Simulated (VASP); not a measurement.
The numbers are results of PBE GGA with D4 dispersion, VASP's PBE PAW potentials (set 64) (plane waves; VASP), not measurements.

Input for VASP

INCAR:
```
SYSTEM = WC
PREC = Accurate
ENCUT = 520
EDIFF = 1E-7
NELM = 100
ALGO = Normal
LREAL = .FALSE.
LASPH = .TRUE.
ISMEAR = 1
SIGMA = 0.1
GGA = PE
IVDW = 13
LMAXMIX = 6
LWAVE = .FALSE.
LCHARG = .FALSE.
ISIF = 4
IBRION = 2
NSW = 30
EDIFFG = -0.01
```

### POSCAR
```
WC
1
    1.4675614601    -2.5418910876     0.0000000000
    1.4675614601     2.5418910876     0.0000000000
    0.0000000000     0.0000000000     2.8625849492
W C
1 1
Direct
  0.0000000000   0.0000000000   1.0000000000
  0.3333330000   0.6666670000   0.5000000000
```

KPOINTS:
```
kpoints
0
Gamma
 14 14 13
0 0 0
```

POTCAR, in this order: W_sv C (PBE.64 set). Program: vasp_std.

Problem. What will the output report for the number of irreducible k-points (NKPTS), largest plane-wave count, number of space-group operations, FFT grid (NGX, NGY, NGZ)?

Solution. 
The number of irreducible k-points (NKPTS) is 168 and the largest plane-wave count comes out as 599. The number of space-group operations is 12 and the FFT grid (NGX, NGY, NGZ) comes out as 24 × 24 × 24.

The compound is WC in the wc structure. This cell is one point of a volume scan, at 1.03 of the reference volume. Symmetry was kept, so distortions that lower it aren't found.
